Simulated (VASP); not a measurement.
An input for Ansatz (written as the equivalent of a VASP run, and not itself run):

Ansatz 0.2 input:
```yaml
crystal:
  lattice:
    - [1.5342564, -2.6574105, 0.0000000]
    - [1.5342564, 2.6574105, 0.0000000]
    - [0.0000000, 0.0000000, 3.4086453]
  atoms:
    - { symbol: Zr, position: [1.0000000, 1.0000000, 0.0000000] }
    - { symbol: B, position: [0.3333330, 0.6666670, 0.5000000] }
    - { symbol: B, position: [0.6666670, 0.3333330, 0.5000000] }
kpoints:
  mp_grid: { grid: [11, 11, 9] }
hamiltonian:
  xc: lda
  pseudopotentials: { kind: paw }
scf:
  occupations: { method: methfessel_paxton, width: 0.1 }
  max_iter: 100
relax:
  max_steps: 40
  f_tol: 0.02
  cell: { p_target: 20 }
output: { forces: true, stress: true, eigenvalues: true }
```

Problem. Write the VASP files for the same calculation (LDA).

Solution. This is not unique; one that fits is 
**INCAR**
```
! general
SYSTEM  = ZrB2
PREC    = Accurate
ENCUT   = 620   ! plane-wave cut-off (eV)
LREAL   = F
LASPH   = T   ! aspherical one-centre terms

! electronic loop
EDIFF   = 1E-6   ! SCF stop (eV)
NELM    = 100   ! most electronic steps
ALGO    = Normal   ! blocked Davidson
LMAXMIX = 4

! smearing
ISMEAR  = 1   ! Methfessel-Paxton
SIGMA   = 0.1   ! width (eV)

! ions
IBRION  = 2   ! conjugate gradients
NSW     = 40
ISIF    = 3   ! ions, shape and volume
EDIFFG  = -0.02
PSTRESS = 200   ! kbar

! output
LWAVE   = F
LCHARG  = F
```

**POSCAR**
```
ZrB2
1
    1.5342563595    -2.6574104980    -0.0000000000
    1.5342563595     2.6574104980     0.0000000000
   -0.0000000000     0.0000000000     3.4086452983
Zr B
1 2
Direct
  1.0000000000   1.0000000000   0.0000000000
  0.3333330000   0.6666670000   0.5000000000
  0.6666670000   0.3333330000   0.5000000000
```

**KPOINTS**
```
K-points
0
Gamma
  11 11 9
```

POTCAR, in this order: Zr_sv B (LDA.64 set). Program: vasp_std.

What does not carry over: each code has its own PAW files, so the cut-off isn't converted (ENCUT is set for VASP's; basis.ecutwfc is left out, and Ansatz then takes the one that its files recommend); Ansatz stops its SCF on the density residual and VASP on the energy change (EDIFF); Ansatz's lda is the Perdew-Wang form, while the LDA potentials of VASP carry Perdew-Zunger's.

The compound is ZrB2 in the AlB2 type structure. It was relaxed first under an external pressure of 20 GPa.
